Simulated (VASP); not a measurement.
Output of a VASP run:

### OSZICAR
```
       N       E                     dE             d eps       ncg     rms          rms(c)
DAV:   1     0.208036563463E+03    0.20804E+03   -0.15056E+04  7088   0.246E+03
DAV:   2     0.162824753758E+02   -0.19175E+03   -0.18971E+03  7068   0.451E+02
DAV:   3    -0.858648869026E+00   -0.17141E+02   -0.16948E+02  8104   0.139E+02
DAV:   4    -0.136667392856E+01   -0.50803E+00   -0.50664E+00  8210   0.259E+01
DAV:   5    -0.138576572479E+01   -0.19092E-01   -0.19089E-01  9474   0.456E+00    0.247E+00
DAV:   6    -0.136728351361E+01    0.18482E-01   -0.37144E-02  9174   0.306E+00    0.137E+00
DAV:   7    -0.136265930918E+01    0.46242E-02   -0.22853E-02  9134   0.232E+00    0.172E-01
DAV:   8    -0.136267149362E+01   -0.12184E-04   -0.23159E-03  8258   0.709E-01    0.383E-02
DAV:   9    -0.136268394178E+01   -0.12448E-04   -0.66773E-05  8812   0.881E-02    0.145E-02
DAV:  10    -0.136268340610E+01    0.53568E-06   -0.10196E-05  8632   0.456E-02    0.218E-03
DAV:  11    -0.136268352473E+01   -0.11862E-06   -0.42347E-07  7288   0.898E-03    0.122E-03
DAV:  12    -0.136268330324E+01    0.22148E-06   -0.91232E-08  4164   0.368E-03    0.264E-04
DAV:  13    -0.136268332259E+01   -0.19344E-07   -0.12737E-08  3770   0.159E-03
   1 F= -.13626833E+01 E0= -.13626449E+01  d E =-.136268E+01
       N       E                     dE             d eps       ncg     rms          rms(c)
DAV:   1    -0.136300039987E+01   -0.31710E-03   -0.74694E-03  8062   0.773E-01    0.814E-02
DAV:   2    -0.136281692961E+01    0.18347E-03   -0.38120E-04  8606   0.338E-01    0.506E-02
DAV:   3    -0.136271644372E+01    0.10049E-03   -0.22419E-04  9116   0.236E-01    0.639E-03
DAV:   4    -0.136271934776E+01   -0.29040E-05   -0.41105E-05  7474   0.830E-02    0.380E-03
DAV:   5    -0.136271927608E+01    0.71677E-07   -0.12100E-06  9700   0.189E-02    0.803E-04
DAV:   6    -0.136271928385E+01   -0.77653E-08   -0.65298E-08  3782   0.321E-03
   2 F= -.13627193E+01 E0= -.13627050E+01  d E =-.359613E-04
```

### OUTCAR
```
------------------------ aborting loop because EDIFF is reached ----------------------------------------
  FORCE on cell =-STRESS in cart. coord.  units (eV):
  Direction    XX          YY          ZZ          XY          YZ          ZX
  --------------------------------------------------------------------------------------
  Total        1.2009547      1.2009547      1.1735762      0.0000000     -0.0000000      0.0000000
  in kB       36.9809503     36.9809503     36.1378835      0.0000000     -0.0000000      0.0000000
  external PRESSURE =      36.6999280 kB  Pullay stress =       0.0000000 kB
  volume of cell :       52.03
      direct lattice vectors                 reciprocal lattice vectors
    -2.881306663  2.881306663  1.566823899     0.000000000  0.173532379  0.319116909
     2.881306663 -2.881306663  1.566823899     0.173532379  0.000000000  0.319116909
     2.881306663  2.881306663 -1.566823899     0.173532379  0.173532379  0.000000000
 POSITION                                       TOTAL-FORCE (eV/Angst)
 -----------------------------------------------------------------------------------
      2.88131     -0.00000      0.78341        -0.000000     -0.000000     -0.000000
      2.88131     -2.88131      1.56682         0.000000      0.000000      0.000000
 -----------------------------------------------------------------------------------
    total drift:                                0.000000     -0.000000      0.000000
  FREE ENERGIE OF THE ION-ELECTRON SYSTEM (eV)
  ---------------------------------------------------
  free  energy   TOTEN  =        -1.3627192838 eV

  energy  without entropy=       -1.3626765532  energy(sigma->0) =       -1.36270504

 reached required accuracy - stopping structural energy minimisation
```
(Selected blocks of OUTCAR.)

### POSCAR
```
Sn
1
   -2.8800593612     2.8800593612     1.5681813194
    2.8800593612    -2.8800593612     1.5681813194
    2.8800593612     2.8800593612    -1.5681813194
Sn
2
Direct
  0.2500000000   0.7500000000   0.5000000000
  0.0000000000   0.0000000000   0.0000000000
```

Question: Write an INCAR and KPOINTS that could have produced this output.

Answer: Several could match; the one computed here: the input of the run itself, optB86b-vdW, plane waves, VASP's PBE PAW potentials (set 64).

INCAR:
```
SYSTEM = Sn
PREC = Accurate
ENCUT = 520
EDIFF = 1E-7
NELM = 100
ALGO = Normal
LREAL = .FALSE.
LASPH = .TRUE.
ISMEAR = 1
SIGMA = 0.1
GGA = MK
PARAM1 = 0.1234
PARAM2 = 1.0
LUSE_VDW = .TRUE.
AGGAC = 0.0
LMAXMIX = 4
LWAVE = .FALSE.
LCHARG = .FALSE.
ISIF = 4
IBRION = 2
NSW = 30
EDIFFG = -0.01
```

### KPOINTS
```
Automatic mesh
0
Gamma
13 13 13
0 0 0
```

POTCAR, in this order: Sn_d (PBE.64 set). Program: vasp_std.

The compound is Sn in the beta structure. This cell is one point of a volume scan, at 0.94 of the reference volume. Symmetry was kept, so distortions that lower it aren't found.
